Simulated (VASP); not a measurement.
# XPS shifts in Os3W2, part 2 of 3

Wanted: the chemical shifts that photoemission would resolve in Os3W2.

VASP 6.6.1, plane waves and PAW; the level of theory is named at each step.

So far. Step 2 (Relaxation): The forces on the free atoms are under 0.05 eV/Å.

## (3) Initial state

Level of this step: LDA; plane waves and PAW (Os, W) (VASP).

The cell without a hole gives, with ICORELEVEL = 1, the Kohn-Sham core levels of the initial state.

File INCAR:

```
SYSTEM = Os3W2
PREC = Normal
ENCUT = 330
EDIFF = 1E-05
NELM = 120
ISMEAR = 0
SIGMA = 0.1
LREAL = Auto
ALGO = Fast
GGA = CA
NBANDS = 92
LASPH = .TRUE.
LORBIT = 11
LWAVE = .FALSE.
LCHARG = .FALSE.
KPAR = 2
NCORE = 4
ICORELEVEL = 1
ISIF = 0
LVHAR = .TRUE.
```

File POSCAR:

```
Os3W2
1.0
    5.5000000000      0.0000000000      0.0000000000
    2.7500000000      4.7631397208      0.0000000000
    0.0000000000      0.0000000000     22.7000000000
Os W
12 8
Direct
    0.0000000000      0.0000000000      0.6894395931
    0.5000000000      0.0000000000      0.6894395931
    0.0000000000      0.5000000000      0.6894395931
    0.5000000000      0.5000000000      0.6894395931
    0.0000000000      0.0000000000      0.5000000000
    0.5000000000      0.0000000000      0.5000000000
    0.0000000000      0.5000000000      0.5000000000
    0.5000000000      0.5000000000      0.5000000000
    0.0000000000      0.0000000000      0.3105604069
    0.5000000000      0.0000000000      0.3105604069
    0.0000000000      0.5000000000      0.3105604069
    0.5000000000      0.5000000000      0.3105604069
    0.8333333330      0.3333333330      0.5982527422
    0.3333333330      0.3333333330      0.5982527422
    0.8333333330      0.8333333330      0.5982527422
    0.3333333330      0.8333333330      0.5982527422
    0.8333333330      0.3333333330      0.4017472578
    0.3333333330      0.3333333330      0.4017472578
    0.8333333330      0.8333333330      0.4017472578
    0.3333333330      0.8333333330      0.4017472578
```

File KPOINTS:

```
Automatic mesh
0
Gamma
4 4 1
0 0 0
```

Potentials, in the order of the species: Os and W (PBE family, release 64).

On the command line:

```bash
mpirun -np 8 vasp_std
```

Output:

```text
[banner, memory and clock lines left out]
running    8 mpi-ranks, on    1 nodes
 distrk:  each k-point on    4 cores,    2 groups
 distr:  one band on    4 cores,    1 groups

 POSCAR found type information on POSCAR OsW
 POSCAR found :  2 types and      20 ions
 [... a notice as in an earlier step ...]

 LDA part: xc-table for (Slater(with rela. corr.)+CA(PZ))
 , standard interpolation
 POSCAR, INCAR and KPOINTS ok, starting setup
 FFT: planning ... GRIDC
 FFT: planning ... GRID_SOFT
 FFT: planning ... GRID
 WAVECAR not read
 entering main loop
       N       E                     dE             d eps       ncg     rms          rms(c)
DAV:   1     0.701132551184E+03    0.70113E+03   -0.48313E+04   736   0.942E+02
DAV:   2    -0.180917932308E+03   -0.88205E+03   -0.81904E+03   904   0.332E+02
DAV:   3    -0.268461451935E+03   -0.87544E+02   -0.80696E+02   944   0.908E+01
DAV:   4    -0.274202162819E+03   -0.57407E+01   -0.56397E+01  1056   0.215E+01
DAV:   5    -0.274426826363E+03   -0.22466E+00   -0.22343E+00  1196   0.384E+00    0.957E+01
RMM:   6    -0.274178121793E+03    0.24870E+00   -0.11513E+02   908   0.250E+01    0.456E+01
RMM:   7    -0.343306204155E+03   -0.69128E+02   -0.33236E+02  1127   0.371E+01    0.506E+01
RMM:   8    -0.258731776587E+03    0.84574E+02   -0.13241E+02   966   0.277E+01    0.151E+01
RMM:   9    -0.254886870346E+03    0.38449E+01   -0.25165E+01   887   0.135E+01    0.651E+00
RMM:  10    -0.255500304882E+03   -0.61343E+00   -0.66795E+00  1071   0.553E+00    0.433E+00
RMM:  11    -0.255489368634E+03    0.10936E-01   -0.63590E-01  1043   0.187E+00    0.393E+00
RMM:  12    -0.255391111996E+03    0.98257E-01   -0.12671E-01   977   0.885E-01    0.339E+00
RMM:  13    -0.255412754100E+03   -0.21642E-01   -0.96153E-01  1242   0.195E+00    0.248E+00
RMM:  14    -0.255380501944E+03    0.32252E-01   -0.37988E-02   915   0.539E-01    0.172E+00
RMM:  15    -0.255333873155E+03    0.46629E-01   -0.69398E-02   930   0.569E-01    0.858E-01
RMM:  16    -0.255327193549E+03    0.66796E-02   -0.33773E-02   949   0.359E-01    0.437E-01
RMM:  17    -0.255326086222E+03    0.11073E-02   -0.23424E-02  1091   0.287E-01    0.276E-01
RMM:  18    -0.255326439645E+03   -0.35342E-03   -0.17070E-03   856   0.127E-01    0.113E-01
RMM:  19    -0.255327939334E+03   -0.14997E-02   -0.64987E-03  1096   0.184E-01    0.224E-01
RMM:  20    -0.255326883908E+03    0.10554E-02   -0.12245E-03   861   0.107E-01    0.106E-01
RMM:  21    -0.255327059539E+03   -0.17563E-03   -0.61819E-04   928   0.504E-02    0.475E-02
RMM:  22    -0.255327126191E+03   -0.66652E-04   -0.59257E-04  1020   0.496E-02    0.457E-02
RMM:  23    -0.255327286718E+03   -0.16053E-03   -0.62026E-05   750   0.276E-02    0.276E-02
RMM:  24    -0.255327477324E+03   -0.19061E-03   -0.36904E-05   624   0.144E-02    0.116E-02
RMM:  25    -0.255327539988E+03   -0.62664E-04   -0.14110E-05   530   0.912E-03    0.145E-02
RMM:  26    -0.255327572336E+03   -0.32348E-04   -0.24487E-05   519   0.123E-02    0.115E-02
RMM:  27    -0.255327602821E+03   -0.30485E-04   -0.71848E-06   487   0.125E-02    0.814E-03
RMM:  28    -0.255327616872E+03   -0.14052E-04   -0.25570E-06   439   0.483E-03    0.571E-03
RMM:  29    -0.255327622723E+03   -0.58507E-05   -0.23605E-06   445   0.544E-03
   1 F= -.25532762E+03 E0= -.25526680E+03  d E =-.121637E+00
```

Run time: 22 s. Hardware: 8 MPI ranks of Intel Xeon 6975P-C (Granite Rapids), shared host; peak memory 1.2 GiB.

OUTCAR, selected parts (step 3):

```text
The static configuration has the point symmetry D_3h.

 Found      4 irreducible k-points:

   NELECT =     144.0000    total number of electrons

 the core state eigenenergies are
   1-  1s -73839.8320  2s -12852.3839  2p -11187.4888  3s  -2985.7001  3p  -2497.0820
       3d  -1952.1755  4s   -624.5350  4p   -464.3156  4d   -265.6401  4f    -44.8857
       5s    -84.1865  5p    -43.5370
   2-  1s -73839.8320  2s -12852.3839  2p -11187.4888  3s  -2985.7001  3p  -2497.0820
       3d  -1952.1755  4s   -624.5350  4p   -464.3156  4d   -265.6401  4f    -44.8857
       5s    -84.1865  5p    -43.5370
   3-  1s -73839.8320  2s -12852.3839  2p -11187.4888  3s  -2985.7001  3p  -2497.0820
       3d  -1952.1755  4s   -624.5350  4p   -464.3156  4d   -265.6401  4f    -44.8857
       5s    -84.1865  5p    -43.5370
   4-  1s -73839.8320  2s -12852.3839  2p -11187.4888  3s  -2985.7001  3p  -2497.0820
       3d  -1952.1755  4s   -624.5350  4p   -464.3156  4d   -265.6401  4f    -44.8857
       5s    -84.1865  5p    -43.5370
   5-  1s -73839.9308  2s -12852.5184  2p -11187.6203  3s  -2985.8432  3p  -2497.2249
       3d  -1952.3194  4s   -624.6906  4p   -464.4726  4d   -265.7995  4f    -45.0494
       5s    -84.3762  5p    -43.7349
   6-  1s -73839.9308  2s -12852.5184  2p -11187.6203  3s  -2985.8432  3p  -2497.2249
       3d  -1952.3194  4s   -624.6906  4p   -464.4726  4d   -265.7995  4f    -45.0494
       5s    -84.3762  5p    -43.7349
   7-  1s -73839.9308  2s -12852.5184  2p -11187.6203  3s  -2985.8432  3p  -2497.2249
       3d  -1952.3194  4s   -624.6906  4p   -464.4726  4d   -265.7995  4f    -45.0494
       5s    -84.3762  5p    -43.7349
   8-  1s -73839.9308  2s -12852.5184  2p -11187.6203  3s  -2985.8432  3p  -2497.2249
       3d  -1952.3194  4s   -624.6906  4p   -464.4726  4d   -265.7995  4f    -45.0494
       5s    -84.3762  5p    -43.7349
   9-  1s -73839.8320  2s -12852.3839  2p -11187.4888  3s  -2985.7001  3p  -2497.0820
       3d  -1952.1755  4s   -624.5350  4p   -464.3156  4d   -265.6401  4f    -44.8857
       5s    -84.1865  5p    -43.5370
  10-  1s -73839.8320  2s -12852.3839  2p -11187.4888  3s  -2985.7001  3p  -2497.0820
       3d  -1952.1755  4s   -624.5350  4p   -464.3156  4d   -265.6401  4f    -44.8857
       5s    -84.1865  5p    -43.5370
  11-  1s -73839.8320  2s -12852.3839  2p -11187.4888  3s  -2985.7001  3p  -2497.0820
       3d  -1952.1755  4s   -624.5350  4p   -464.3156  4d   -265.6401  4f    -44.8857
       5s    -84.1865  5p    -43.5370
  12-  1s -73839.8320  2s -12852.3839  2p -11187.4888  3s  -2985.7001  3p  -2497.0820
       3d  -1952.1755  4s   -624.5350  4p   -464.3156  4d   -265.6401  4f    -44.8857
       5s    -84.1865  5p    -43.5370
  13-  1s -69460.2386  2s -11981.0880  2p -10474.6731  3s  -2753.8532  3p  -2307.9650
       3d  -1795.9204  4s   -562.4066  4p   -416.1975  4d   -231.0831  4f    -26.0030
       5s    -71.8135  5p    -36.1207
[...]
3d  -1795.9204  4s   -562.4066  4p   -416.1975  4d   -231.0831  4f    -26.0030
       5s    -71.8135  5p    -36.1207

 E-fermi :   1.3323

 k-point     1 :       0.0000    0.0000    0.0000
  band No.  band energies     occupation
    ...
     60       1.0480      1.99994
     61       1.0480      1.99994
     62       1.1791      1.96975
     63       1.1791      1.96975
     64       1.1791      1.96975
     65       1.4564      0.07934
     66       1.4564      0.07934
     67       1.4564      0.07934
     68       1.5560      0.00156
     69       1.5560      0.00156
    ...

 k-point     2 :       0.2500    0.0000    0.0000
  band No.  band energies     occupation
    ...
     68       1.1019      1.99888
     69       1.1086      1.99844
     70       1.1086      1.99844
     71       1.2110      1.91377
     72       1.2787      1.55211
     73       1.3931      0.38973
     74       1.6198      0.00005
     75       1.8233      0.00000
     76       1.8233      0.00000
     77       2.1952      0.00000
    ...

 POSITION                                       TOTAL-FORCE (eV/Angst)
 -----------------------------------------------------------------------------------
      0.00000      0.00000     15.65028         0.000000     -0.000000     -0.023750
      2.75000      0.00000     15.65028         0.000000     -0.000000     -0.023750
      1.37500      2.38157     15.65028         0.000000     -0.000000     -0.023750
      4.12500      2.38157     15.65028         0.000000      0.000000     -0.023750
      0.00000      0.00000     11.35000        -0.000000     -0.000000     -0.000000
      2.75000      0.00000     11.35000        -0.000000     -0.000000     -0.000000
      1.37500      2.38157     11.35000         0.000000     -0.000000     -0.000000
      4.12500      2.38157     11.35000         0.000000     -0.000000     -0.000000
      0.00000      0.00000      7.04972        -0.000000      0.000000      0.023750
      2.75000      0.00000      7.04972        -0.000000      0.000000      0.023750
      1.37500      2.38157      7.04972         0.000000      0.000000      0.023750
      4.12500      2.38157      7.04972        -0.000000      0.000000      0.023750
      5.50000      1.58771     13.58034        -0.000000     -0.000000      0.017401
      2.75000      1.58771     13.58034        -0.000000      0.000000      0.017401
      6.87500      3.96928     13.58034        -0.000000      0.000000      0.017401
      4.12500      3.96928     13.58034        -0.000000      0.000000      0.017401
      5.50000      1.58771      9.11966        -0.000000     -0.000000     -0.017401
      2.75000      1.58771      9.11966         0.000000      0.000000     -0.017401
      6.87500      3.96928      9.11966        -0.000000     -0.000000     -0.017401
      4.12500      3.96928      9.11966         0.000000     -0.000000     -0.017401
 -----------------------------------------------------------------------------------
    total drift:                               -0.000001     -0.000000      0.000000

  FREE ENERGIE OF THE ION-ELECTRON SYSTEM (eV)
  ---------------------------------------------------
  free  energy   TOTEN  =      -255.3276227228 eV

  energy  without entropy=     -255.2059859704  energy(sigma->0) =     -255.26680435

 total charge
# of ion       s       p       d       tot
------------------------------------------
    1        0.683   0.571   6.119   7.373
    2        0.683   0.571   6.119   7.373
    3        0.683   0.571   6.119   7.373
    4        0.683   0.571   6.119   7.373
    5        0.677   0.739   6.136   7.551
    6        0.677   0.739   6.136   7.551
    7        0.677   0.739   6.136   7.551
    8        0.677   0.739   6.136   7.551
    9        0.683   0.571   6.119   7.373
   10        0.683   0.571   6.119   7.373
   11        0.683   0.571   6.119   7.373
   12        0.683   0.571   6.119   7.373
   13        0.710   0.751   4.470   5.931
   14        0.710   0.751   4.470   5.931
   15        0.710   0.751   4.470   5.931
   16        0.710   0.751   4.470   5.931
   17        0.710   0.751   4.470   5.931
   18        0.710   0.751   4.470   5.931
   19        0.710   0.751   4.470   5.931
   20        0.710   0.751   4.470   5.931
--------------------------------------------------
tot         13.847  13.535 109.260 136.642

[... 7 parts as in an earlier step ...]

[... 3 further parts left out ...]
```

These are scalar-relativistic Kohn-Sham levels of the ground state, with no core hole, so they are not binding energies.

The two shallowest core shells; atoms whose shallowest level rounds to another's at 0.01 eV are left out. Core levels, by row:

```tsv
atom	shell	level below the Fermi level (eV)
Os1	4f	46.22
Os1	5p	44.87
Os5	4f	46.38
Os5	5p	45.07
W13	5p	37.45
W13	4f	27.34
```

(Part 2 of 3 ends here.)

[Lines on the potential files, build, host, timing and source positions are cut from VASP's logs without a mark.]

[Logs are printed without paths, hosts, clocks, repeated set-up lines and the standing remarks that a program may print on its own settings, such as how far it seeks lower states.]

[Hosts, paths, dates, database ids (printed as entryN), source tags and the programs' standing remarks are cut or masked in the printed files.]
